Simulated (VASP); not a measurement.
# CrO₂ (rutile): computed properties

Computed with r2SCAN meta-GGA, VASP's PBE PAW potentials (set 64) (plane waves; VASP 6.6.1).

```json
{
  "space_group": "P4_2/mnm (136)",
  "cell": "a = b = 4.409 Å, c = 2.917 Å, α = β = γ = 90.00°",
  "volume_per_atom": "9.45 Å³/atom",
  "band gap (over mesh and band path)": "none (metal, semimetal or under 0.01 eV)",
  "cell_moment": "4.00 μB",
  "density": "4.92 g/cm³"
}
```

```cif
data_Cr2O4
_chemical_formula_sum 'Cr2 O4'
_space_group_name_H-M_alt 'P 1'
_space_group_IT_number 1
_cell_length_a 4.40929
_cell_length_b 4.40929
_cell_length_c 2.91739
_cell_angle_alpha 90.000
_cell_angle_beta 90.000
_cell_angle_gamma 90.000
loop_
_space_group_symop_operation_xyz
  'x, y, z'
loop_
_atom_site_label
_atom_site_type_symbol
_atom_site_fract_x
_atom_site_fract_y
_atom_site_fract_z
_atom_site_occupancy
Cr1 Cr 0.00000 0.00000 0.00000 1
Cr2 Cr 0.50000 0.50000 0.50000 1
O1 O 0.30279 0.30279 0.00000 1
O2 O 0.80279 0.19721 0.50000 1
O3 O 0.19721 0.80279 0.50000 1
O4 O 0.69721 0.69721 0.00000 1
```
Starting moments (μB, in the order of the record's atoms Cr Cr O O O O): 2.4 2.4 -0.1 -0.1 -0.1 -0.1.

Measured: a 4.419 Å (computed value off by -0.2 %), c 2.915 Å (computed value off by +0.1 %), as given by Zenji Hiroi, Progress in Solid State Chemistry (2015), arXiv:1503.02262. The calculation is for a static lattice, while the measured a, c hold thermal and zero-point effects, which are part of the difference.

The compound is CrO2 in the rutile structure. It was relaxed first. Symmetry was kept, so distortions that lower it aren't found.
